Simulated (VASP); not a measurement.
Wanted: the native input for a VASP 6.6.1 run.

* Task: single point
* Functional: PBE
* Potentials or basis: VASP PAW PBE potentials, release 64 (Ca_sv, Y_sv, S)
* Cutoff: 520 eV
* k mesh: 4 × 4 × 4
* Occupations: gaussian, width 0.1 eV
* Spin: no spin polarisation
* Dipole correction: no
* Further INCAR settings: ALGO = Fast; EDIFF = 1e-06; NBANDS = 38

The structure of CaYS6 lies in POSCAR:

```
CaYS6
1.0
    5.1930615600      0.0000000000      0.0000000000
    0.0000000000      5.1930615600      0.0000000000
    0.0000000000      0.0000000000      5.1930615600
Ca Y S
1 1 6
Direct
    0.0000000000      0.0000000000      0.0000000000
    0.5000000000      0.5000000000      0.5000000000
    0.0000000000      0.5000000000      0.5000000000
    0.5000000000      0.0000000000      0.5000000000
    0.5000000000      0.5000000000      0.0000000000
    0.5000000000      0.0000000000      0.0000000000
    0.0000000000      0.5000000000      0.0000000000
    0.0000000000      0.0000000000      0.5000000000
```

The cell was built by a generator and needn't be a form met in nature.

The cell isn't the ideal one: random cell by space group and Wyckoff sites (Pm-3m, No. 221).

One way to write it, as run:

INCAR

```
SYSTEM = CaYS6
  PREC = Accurate
  ENCUT = 520
  EDIFF = 1E-6
  ISMEAR = 0
  SIGMA = 0.1
  LREAL = .False.
  LASPH = .True.
  NELM = 80
  ALGO = Fast
  ISIF = 2
  LWAVE = .False.
  LCHARG = .False.
  GGA = PE
  NBANDS = 38
```

KPOINTS

```
Automatic mesh
0
Gamma
  4 4 4
  0 0 0
```

Potentials or basis: VASP PAW PBE potentials, release 64 (Ca_sv, Y_sv, S).

Launch:

```sh
$ cat potpaw_PBE.64/Ca_sv/POTCAR potpaw_PBE.64/Y_sv/POTCAR potpaw_PBE.64/S/POTCAR > POTCAR
$ mpirun -np 1 vasp_std > vasp.out
```

It gave:

```yaml
Pressure: 19.0 GPa
Band_gap_on_the_k_mesh: none (metal or under the smearing width)
```

Caveat: so large a pressure means that the cell lies far from this level's equilibrium, or that cutoff or potentials fall short.

Wall time 99 s on 1 thread of Intel(R) Xeon(R) Platinum 8559C (Emerald Rapids), on a shared host, peak memory 0.28 GiB.
